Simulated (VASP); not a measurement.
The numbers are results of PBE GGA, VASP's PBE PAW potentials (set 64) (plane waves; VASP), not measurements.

VASP input:

**POSCAR**
```
Cd4SSe3
1
    4.3287132287    -7.5041643250    -0.0004888032
    2.1672198605     3.7537347504     0.0000000000
   -0.0003908463     0.0002256553     7.0697078677
Cd Se S
4 3 1
Direct
  0.3430795126   0.3430785126   0.4956383412
  0.1657403224   0.6657413224   0.9991382791
  0.8239034647   0.3239024647   0.4944503666
  0.6674991223   0.6674991223   0.0127093170
  0.3364144118   0.3364134118   0.8753236627
  0.1650199248   0.6650209248   0.3776626046
  0.8302510481   0.3302500481   0.8753676570
  0.6680941934   0.6680941934   0.3777097718
```

KPOINTS:
```
K-points
0
gamma
3 5 3
```

### INCAR
```
! general
SYSTEM =Cd4SSe3
PREC   =Accurate
ENCUT  =400
LREAL  =.FALSE.
LASPH  =.TRUE.

! electronic loop
EDIFF  =1E-6
NELM   =100
ALGO   =Normal
LMAXMIX=4

! smearing
ISMEAR =0
SIGMA  =0.05

! functional
GGA    =PE

! output
LWAVE  =.FALSE.
LCHARG =.TRUE.
```

POTCAR, in this order: Cd Se S (PBE.64 set). Program: vasp_std.

Output

File OUTCAR:
```
 ion  position               nearest neighbor table
   1  0.343  0.343  0.496-   8 2.58   6 2.68   6 2.68   5 2.68
   2  0.166  0.666  0.999-   7 2.66   5 2.66   5 2.67   6 2.68
   3  0.824  0.324  0.494-   8 2.60   8 2.60   6 2.69   7 2.69
   4  0.667  0.667  0.013-   8 2.58   5 2.67   7 2.67   7 2.67
   5  0.336  0.336  0.875-   2 2.66   2 2.67   4 2.67   1 2.68
   6  0.165  0.665  0.378-   2 2.68   1 2.68   1 2.68   3 2.69
   7  0.830  0.330  0.875-   2 2.66   4 2.67   4 2.67   3 2.69
   8  0.668  0.668  0.378-   1 2.58   4 2.58   3 2.60   3 2.60
  LATTYP: Found a simple monoclinic cell.
 ALAT       =     7.0697078821
 B/A-ratio  =     0.6131002377
 C/A-ratio  =     1.0609855463
 COS(beta)  =    -0.0001290035
 Subroutine PRICEL returns:
 Original cell was already a primitive cell.
 Subroutine GETGRP returns: Found  2 space group operations
The static configuration has the point symmetry C_1h.
The dynamic configuration has the point symmetry C_1h.
 Subroutine INISYM returns: Found  2 space group operations
 Subroutine IBZKPT returns following result:
 Found     23 irreducible k-points:

 Following reciprocal coordinates:
            Coordinates               Weight
...
```

### OSZICAR
```
       N       E                     dE             d eps       ncg     rms          rms(c)
DAV:   1     0.443875495122E+03    0.44388E+03   -0.29838E+04  1978   0.123E+03
DAV:   2     0.329160886703E+01   -0.44058E+03   -0.43300E+03  2223   0.333E+02
DAV:   3    -0.239794612401E+02   -0.27271E+02   -0.27164E+02  2360   0.820E+01
DAV:   4    -0.243008158047E+02   -0.32135E+00   -0.32089E+00  2241   0.846E+00
DAV:   5    -0.243052859979E+02   -0.44702E-02   -0.44688E-02  2342   0.950E-01    0.126E+01
DAV:   6    -0.226364996800E+02    0.16688E+01   -0.39073E+00  2423   0.138E+01    0.987E+00
DAV:   7    -0.225859200227E+02    0.50580E-01   -0.13719E+00  2148   0.467E+00    0.423E+00
DAV:   8    -0.225805484599E+02    0.53716E-02   -0.17467E-01  2393   0.318E+00    0.630E-01
DAV:   9    -0.225789504750E+02    0.15980E-02   -0.29628E-02  2232   0.145E+00    0.181E-01
DAV:  10    -0.225793623574E+02   -0.41188E-03   -0.30498E-03  2225   0.368E-01    0.126E-01
DAV:  11    -0.225795322596E+02   -0.16990E-03   -0.23081E-04  2254   0.940E-02    0.554E-02
DAV:  12    -0.225796701869E+02   -0.13793E-03   -0.16870E-04  2160   0.636E-02    0.358E-02
DAV:  13    -0.225796881148E+02   -0.17928E-04   -0.22066E-05  2264   0.227E-02    0.918E-03
DAV:  14    -0.225796881869E+02   -0.72153E-07   -0.70703E-06  1899   0.163E-02
   1 F= -.22579688E+02 E0= -.22579688E+02  d E =-.313243E-15
```

### OUTCAR
```
------------------------ aborting loop because EDIFF is reached ----------------------------------------
  FORCE on cell =-STRESS in cart. coord.  units (eV):
  Direction    XX          YY          ZZ          XY          YZ          ZX
  --------------------------------------------------------------------------------------
  Total        0.0229917     -0.0207477     -0.1103132     -0.0378795      0.0043353     -0.0075090
  in kB        0.1602643     -0.1446223     -0.7689401     -0.2640395      0.0302196     -0.0523419
  external PRESSURE =      -0.2510994 kB  Pullay stress =       0.0000000 kB
  volume of cell :      229.85
      direct lattice vectors                 reciprocal lattice vectors
     4.328713229 -7.504164325 -0.000488803     0.115456847 -0.066659044  0.000008511
     2.167219860  3.753734750  0.000000000     0.230812033  0.133141953  0.000008511
    -0.000390846  0.000225655  7.069707868     0.000007983 -0.000004609  0.141448561
 POSITION                                       TOTAL-FORCE (eV/Angst)
 -----------------------------------------------------------------------------------
      2.22843     -1.28659      3.50385        -0.011962      0.006906      0.010314
      2.15986      1.25550      7.06353         0.011661     -0.006733     -0.011322
      4.26822     -4.96675      3.49522        -0.001960      0.001132      0.016903
      4.33602     -2.50341      0.08952        -0.004024      0.002323      0.018692
      2.18498     -1.26150      6.18812         0.002793     -0.001612     -0.017053
      2.15542      1.25806      2.66988         0.007199     -0.004156     -0.016376
      4.30930     -4.99047      6.18819        -0.013552      0.007824     -0.006022
      4.33975     -2.50555      2.66997         0.009845     -0.005684      0.004863
 -----------------------------------------------------------------------------------
    total drift:                                0.001670      0.002671     -0.001493
  FREE ENERGIE OF THE ION-ELECTRON SYSTEM (eV)
  ---------------------------------------------------
  free  energy   TOTEN  =       -22.5796881869 eV

  energy  without entropy=      -22.5796881869  energy(sigma->0) =      -22.57968819
```
(Selected blocks of OUTCAR.)

The structure was generated: Cd4SSe3 was put into an ordered model structure (Pm), which need not be its known phase. It was relaxed first, which changed the volume by +5 %.
